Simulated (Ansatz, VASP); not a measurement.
**PN in VASP and in Ansatz**

```
CELL_PARAMETERS angstrom
3.17589 0.00000 0.00000
-1.58795 2.75040 0.00000
0.00000 0.00000 7.72026
ATOMIC_POSITIONS crystal
P 0.33333 0.66667 0.25000
P 0.66667 0.33333 0.75000
N 0.33333 0.66667 0.75000
N 0.66667 0.33333 0.25000
```

Alike in both runs: functional PBE; k mesh 6 × 6 × 2; occupations gaussian, width 0.1 eV; no spin polarisation.

Ansatz relaxed the structure, and its values are those at the end. VASP's run is a single point on that final structure, the one shown.

|  | VASP | Ansatz |
| --- | --- | --- |
| version | VASP 6.6.1 | Ansatz 0.2.0 |
| potentials or method | VASP PAW PBE potentials, release 64 (P, N) | scalar-relativistic, plane waves, PAW |
| plane-wave cutoff (eV) | 520 | 420 |
| valence electrons in the cell | 20 | 20 |

|  | VASP | Ansatz | Ansatz less VASP |
| --- | --- | --- | --- |
| gap on the k mesh at the Fermi level (eV) | none | none | - |
| pressure (GPa) | -0.3 | 0.1 | +0.38 |

A gap of «none» marks a metal or a gap that the smearing closes.

Caveats: the k mesh is coarse (spacing up to 0.41 Å⁻¹), so the values aren't converged; this functional lacks dispersion, which binds the layers, so the pressure and a relaxed spacing across them are unreliable.
